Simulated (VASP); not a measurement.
The system is Lu.

```
Lu
1.0
     3.51805    0.00000    0.00000
    -1.75903    3.04672    0.00000
     0.00000    0.00000    5.44608
Lu
2
Direct
  0.33333 0.66667 0.25000
  0.66667 0.33333 0.75000
```

| Quantity | Value |
| --- | --- |
| Program | VASP 6.6.1 |
| Task | relaxation of cell and atoms |
| Functional | PBEsol |
| Potentials or basis | VASP PAW PBE potentials, release 64 (Lu) |
| Cutoff | 580 eV |
| k mesh | 15 × 15 × 8 |
| Occupations | gaussian, width 0.1 eV |
| Spin | no spin polarisation |

At the start: pressure -2.6 GPa; volume 29.19 Å³/atom.

Q: How do energy, volume and symmetry change on relaxing?

A: Over 10 steps the energy falls by 13.4 meV/atom and the volume is 27.60 Å³/atom (-5.5 %); space group P6_3/mmc (No. 194, to 0.05 Å).

Step by step:
```
step  energy change (eV)  largest force (eV/Å)  pressure (GPa)  volume (Å³)
   1              0.0000                0.0000           -2.60        58.37
   2             -0.0254                0.0000            0.70        54.46
   3             -0.0268                0.0000           -0.03        55.19
   4             -0.0268                0.0000            0.04        55.13
   5             -0.0269                0.0000            0.04        55.19
   6             -0.0268                0.0000           -0.15        55.34
   7             -0.0268                0.0000           -0.05        55.22
   8             -0.0269                0.0000           -0.06        55.20
   9             -0.0269                0.0000           -0.04        55.20
  10             -0.0269                0.0000            0.00        55.19
```

Final structure:
```xyz
2
Lattice="3.4495 0.0000 0.0000 -1.7247 2.9873 0.0000 0.0000 0.0000 5.3560" Properties=species:S:1:pos:R:3 pbc="T T T"
Lu    0.0000    1.9916    1.3390
Lu    1.7247    0.9958    4.0170
```

Caveat: the PAW data sets were made with another functional, which shifts forces and pressure a little.
